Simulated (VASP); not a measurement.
All values below come from r2SCAN meta-GGA, VASP's PBE PAW potentials (set 64) (plane waves; VASP).

Input for VASP

### POSCAR
```
Sn
1
   -1.8898820000     1.8898820000     1.8898820000
    1.8898820000    -1.8898820000     1.8898820000
    1.8898820000     1.8898820000    -1.8898820000
Sn
1
Direct
  0.0000000000   0.0000000000   0.0000000000
```

### INCAR
```
ALGO = Normal
EDIFF = 1E-6
EDIFFG = -0.01
ENCUT = 400
IBRION = 2
ISIF = 3
ISMEAR = 1
LASPH = .TRUE.
LCHARG = .FALSE.
LMAXMIX = 4
LMIXTAU = .TRUE.
LREAL = .FALSE.
LWAVE = .FALSE.
METAGGA = R2SCAN
NELM = 100
NSW = 60
PREC = Accurate
SIGMA = 0.1
SYSTEM = Sn
```

### KPOINTS
```
Automatic mesh
0
Gamma
12 12 12
0 0 0
```

POTCAR, in this order: Sn_d (PBE.64 set). Program: vasp_std.

The resulting files:

OSZICAR:
```
       N       E                     dE             d eps       ncg     rms          rms(c)
DAV:   1     0.471971629119E+02    0.47197E+02   -0.68264E+03  1602   0.170E+03
DAV:   2    -0.223468265949E+02   -0.69544E+02   -0.67891E+02  1632   0.315E+02
DAV:   3    -0.265411971774E+02   -0.41944E+01   -0.41800E+01  1804   0.747E+01
DAV:   4    -0.266295367908E+02   -0.88340E-01   -0.88318E-01  1814   0.116E+01
DAV:   5    -0.266331787388E+02   -0.36419E-02   -0.36419E-02  1924   0.223E+00    0.229E+00
DAV:   6    -0.243167840300E+02    0.23164E+01   -0.66077E-01  1803   0.180E+01    0.994E-01
DAV:   7    -0.244672193302E+02   -0.15044E+00   -0.11326E-01  1608   0.513E+00    0.748E-01
DAV:   8    -0.244629119239E+02    0.43074E-02   -0.11750E-01  1584   0.287E+00    0.110E-01
DAV:   9    -0.245024857963E+02   -0.39574E-01   -0.27104E-02  1614   0.137E+00    0.418E-02
DAV:  10    -0.244998807203E+02    0.26051E-02   -0.73993E-04  1746   0.215E-01    0.591E-02
DAV:  11    -0.245031992476E+02   -0.33185E-02   -0.47473E-03  1629   0.675E-01    0.156E-02
DAV:  12    -0.245034699231E+02   -0.27068E-03   -0.16624E-04  1620   0.117E-01    0.894E-03
DAV:  13    -0.245035323175E+02   -0.62394E-04   -0.57554E-05  1668   0.705E-02    0.576E-03
DAV:  14    -0.245035168666E+02    0.15451E-04   -0.63494E-05  1617   0.709E-02    0.301E-03
DAV:  15    -0.245035351407E+02   -0.18274E-04   -0.94015E-06  1617   0.378E-02    0.774E-04
DAV:  16    -0.245035442784E+02   -0.91377E-05   -0.15864E-05  1614   0.327E-02    0.925E-04
DAV:  17    -0.245035433727E+02    0.90576E-06   -0.20447E-06  1623   0.134E-02
   1 F= -.24503543E+02 E0= -.24503616E+02  d E =-.245035E+02
       N       E                     dE             d eps       ncg     rms          rms(c)
DAV:   1    -0.245153931793E+02   -0.11849E-01   -0.23368E-01  1884   0.104E+01    0.595E-01
DAV:   2    -0.245055996761E+02    0.97935E-02   -0.13391E-02  1806   0.259E+00    0.266E-01
DAV:   3    -0.245034103590E+02    0.21893E-02   -0.63948E-03  2253   0.161E+00    0.340E-02
DAV:   4    -0.245035741206E+02   -0.16376E-03   -0.41987E-04  1596   0.247E-01    0.134E-02
DAV:   5    -0.245036589403E+02   -0.84820E-04   -0.14907E-04  1590   0.152E-01    0.984E-03
DAV:   6    -0.245037336678E+02   -0.74727E-04   -0.42155E-05  1773   0.831E-02    0.658E-03
DAV:   7    -0.245036840691E+02    0.49599E-04   -0.39588E-05  1590   0.879E-02    0.888E-03
DAV:   8    -0.245037413124E+02   -0.57243E-04   -0.24566E-05  1584   0.653E-02    0.174E-03
DAV:   9    -0.245037408432E+02    0.46926E-06   -0.22617E-07   933   0.522E-03
   2 F= -.24503741E+02 E0= -.24503804E+02  d E =-.197471E-03
       N       E                     dE             d eps       ncg     rms          rms(c)
DAV:   1    -0.245043696955E+02   -0.62838E-03   -0.12343E-02  1884   0.242E+00    0.136E-01
DAV:   2    -0.245038668423E+02    0.50285E-03   -0.69512E-04  1803   0.586E-01    0.609E-02
DAV:   3    -0.245037503070E+02    0.11654E-03   -0.34084E-04  2256   0.370E-01    0.758E-03
DAV:   4    -0.245037532253E+02   -0.29183E-05   -0.22218E-05  1596   0.575E-02    0.304E-03
DAV:   5    -0.245037583432E+02   -0.51178E-05   -0.77028E-06  1590   0.344E-02    0.222E-03
DAV:   6    -0.245037602417E+02   -0.18985E-05   -0.22832E-06  1731   0.195E-02    0.151E-03
DAV:   7    -0.245037594683E+02    0.77341E-06   -0.21802E-06  1590   0.208E-02
   3 F= -.24503759E+02 E0= -.24503826E+02  d E =-.216096E-03
```

OUTCAR:
```
------------------------ aborting loop because EDIFF is reached ----------------------------------------
  FORCE on cell =-STRESS in cart. coord.  units (eV):
  Direction    XX          YY          ZZ          XY          YZ          ZX
  --------------------------------------------------------------------------------------
  Total        0.0025436      0.0025436      0.0025436     -0.0000000      0.0000000     -0.0000000
  in kB        0.1519856      0.1519856      0.1519856     -0.0000000      0.0000000     -0.0000000
  external PRESSURE =       0.1519856 kB  Pullay stress =       0.0000000 kB
  volume of cell :       26.81
      direct lattice vectors                 reciprocal lattice vectors
    -1.885529786  1.885529786  1.885529786     0.000000000  0.265177460  0.265177460
     1.885529786 -1.885529786  1.885529786     0.265177460  0.000000000  0.265177460
     1.885529786  1.885529786 -1.885529786     0.265177460  0.265177460  0.000000000
 POSITION                                       TOTAL-FORCE (eV/Angst)
 -----------------------------------------------------------------------------------
      0.00000      0.00000      0.00000        -0.000000      0.000000     -0.000000
 -----------------------------------------------------------------------------------
    total drift:                               -0.000000      0.000000      0.000000
  FREE ENERGIE OF THE ION-ELECTRON SYSTEM (eV)
  ---------------------------------------------------
  free  energy   TOTEN  =       -24.5037594683 eV

  energy  without entropy=      -24.5039594060  energy(sigma->0) =      -24.50382611

 reached required accuracy - stopping structural energy minimisation
```
(Selected blocks of OUTCAR.)

File CONTCAR:
```
Sn
   1.00000000000000
    -1.8855297855056363    1.8855297855056363    1.8855297855056363
     1.8855297855056363   -1.8855297855056363    1.8855297855056363
     1.8855297855056363    1.8855297855056363   -1.8855297855056363
  Sn
     1
Direct
     0.0000000000000000    0.0000000000000000    0.0000000000000000
```

The structure was generated: Sn was put into the bcc type (Im-3m), which need not be its known phase. This run relaxes it. Symmetry was kept, so distortions that lower it aren't found.
